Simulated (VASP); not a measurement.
OSZICAR of a VASP run on PbS (rock salt):

### OSZICAR
```
       N       E                     dE             d eps       ncg     rms          rms(c)
DAV:   1     0.156448975972E+03    0.15645E+03   -0.98170E+03   560   0.150E+03
DAV:   2     0.484024499804E+01   -0.15161E+03   -0.14818E+03   578   0.356E+02
DAV:   3    -0.888314224609E+01   -0.13723E+02   -0.13384E+02   752   0.109E+02
DAV:   4    -0.923190906847E+01   -0.34877E+00   -0.34854E+00   596   0.203E+01
DAV:   5    -0.924603563191E+01   -0.14127E-01   -0.14126E-01   830   0.409E+00    0.463E+00
DAV:   6    -0.875630328527E+01    0.48973E+00   -0.15033E+00   828   0.967E+00    0.327E+00
DAV:   7    -0.875726887826E+01   -0.96559E-03   -0.15188E-01   596   0.226E+00    0.187E+00
DAV:   8    -0.876088740303E+01   -0.36185E-02   -0.16207E-02   596   0.161E+00    0.260E-01
DAV:   9    -0.876048826272E+01    0.39914E-03   -0.33728E-03   854   0.597E-01    0.833E-02
DAV:  10    -0.876066584357E+01   -0.17758E-03   -0.35620E-04   596   0.126E-01    0.461E-02
DAV:  11    -0.876067461268E+01   -0.87691E-05   -0.63897E-05   708   0.969E-02    0.132E-02
DAV:  12    -0.876067557085E+01   -0.95818E-06   -0.42251E-06   704   0.238E-02
   1 F= -.87606756E+01 E0= -.87606756E+01  d E =-.876068E+01
       N       E                     dE             d eps       ncg     rms          rms(c)
DAV:   1    -0.910388213673E+01   -0.34321E+00   -0.11156E+01   692   0.644E+01    0.329E+00
DAV:   2    -0.881792423018E+01    0.28596E+00   -0.60892E-01   686   0.138E+01    0.119E+00
DAV:   3    -0.876915366846E+01    0.48771E-01   -0.20677E-01   692   0.806E+00    0.268E-01
DAV:   4    -0.876939593489E+01   -0.24227E-03   -0.46136E-03   574   0.647E-01    0.152E-01
DAV:   5    -0.876942494459E+01   -0.29010E-04   -0.66434E-04   710   0.320E-01    0.565E-02
DAV:   6    -0.876941954489E+01    0.53997E-05   -0.71363E-05   680   0.134E-01    0.102E-02
DAV:   7    -0.876942146493E+01   -0.19200E-05   -0.12030E-05   614   0.533E-02    0.363E-03
DAV:   8    -0.876942282135E+01   -0.13564E-05   -0.88859E-07   352   0.165E-02    0.161E-03
DAV:   9    -0.876942303530E+01   -0.21395E-06   -0.23930E-07   376   0.445E-03
   2 F= -.87694230E+01 E0= -.87694230E+01  d E =-.874746E-02
       N       E                     dE             d eps       ncg     rms          rms(c)
DAV:   1    -0.879046234271E+01   -0.21040E-01   -0.63275E-01   686   0.144E+01    0.820E-01
DAV:   2    -0.877307570056E+01    0.17387E-01   -0.36696E-02   692   0.347E+00    0.286E-01
DAV:   3    -0.877033950633E+01    0.27362E-02   -0.11807E-02   692   0.193E+00    0.765E-02
DAV:   4    -0.877037365280E+01   -0.34146E-04   -0.27094E-04   582   0.152E-01    0.404E-02
DAV:   5    -0.877038968991E+01   -0.16037E-04   -0.44171E-05   708   0.873E-02    0.148E-02
DAV:   6    -0.877039181749E+01   -0.21276E-05   -0.61568E-06   710   0.370E-02    0.268E-03
DAV:   7    -0.877039059955E+01    0.12179E-05   -0.60698E-07   328   0.117E-02    0.104E-03
DAV:   8    -0.877039020290E+01    0.39665E-06   -0.10920E-07   316   0.537E-03
   3 F= -.87703902E+01 E0= -.87703902E+01  d E =-.971463E-02
```

Question: Which electronic solver shows in the log?

Answer: It is blocked Davidson (ALGO = Normal, or the opening steps of other solvers). The INCAR had ALGO = Normal.

Question: Can the final energy be trusted as converged?

Answer: The calculation finished and met its thresholds. It stopped with EDIFF = 1E-6, NELM = 100, NSW = 60 and EDIFFG = -0.01 after 3 ionic steps (PBE GGA, plane waves, VASP's PBE PAW potentials (set 64)). Energy and stress use the plane-wave basis of the starting cell.

The compound is PbS in the rock salt structure. This run relaxes it. Symmetry was kept, so distortions that lower it aren't found.
